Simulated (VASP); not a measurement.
Given:

```
CELL_PARAMETERS angstrom
      2.31642     0.00000     0.00000
     -1.15821     4.16985     0.00000
      0.00000     0.00000    24.03020
ATOMIC_POSITIONS crystal
  Be 0.29460 0.58920 0.29130
  Be 0.94816 0.89632 0.35093
  Be 0.67888 0.35775 0.36285
  Be 0.33244 0.66488 0.42248
  Be 0.06315 0.12630 0.43441
  Be 0.71671 0.43343 0.49404
  Be 0.44743 0.89485 0.50596
  Be 0.10099 0.20198 0.56559
  Be 0.83170 0.66341 0.57752
  Be 0.48527 0.97053 0.63714
  Be 0.21598 0.43196 0.64907
  Be 0.86954 0.73908 0.70870
```

Computed with LDA (Ceperley-Alder, Perdew-Zunger), VASP's LDA PAW potentials (set 64) (plane waves; VASP 6.6.1). Run with 300 eV cut-off, 15×15×1 Γ-centred mesh, Fermi-Dirac smearing of 0.10 eV, potentials Be.

The cell holds a wide vacuum, so values per volume refer to the whole cell.

**Question.** The ions are relaxed. Which structure does the run end with?

**Answer.** 
```
CELL_PARAMETERS angstrom
      2.31642     0.00000     0.00000
     -1.15821     4.16985     0.00000
      0.00000     0.00000    24.03020
ATOMIC_POSITIONS crystal
  Be 0.25672 0.51345 0.32244
  Be 0.97637 0.95275 0.33288
  Be 0.63826 0.27651 0.38746
  Be 0.36563 0.73126 0.40450
  Be 0.02601 0.05203 0.45790
  Be 0.75205 0.50409 0.47284
  Be 0.41209 0.82419 0.52716
  Be 0.13813 0.27626 0.54210
  Be 0.79851 0.59702 0.59550
  Be 0.52588 0.05177 0.61253
  Be 0.18777 0.37553 0.66712
  Be 0.90742 0.81483 0.67756
```

**Question.** How much energy does the relaxation gain?

**Answer.** The energy (σ→0) changes by -119.5 meV/atom, in 38 ionic steps.

The cell is a sheet with vacuum, built from a database entry that may be metastable or hypothetical.
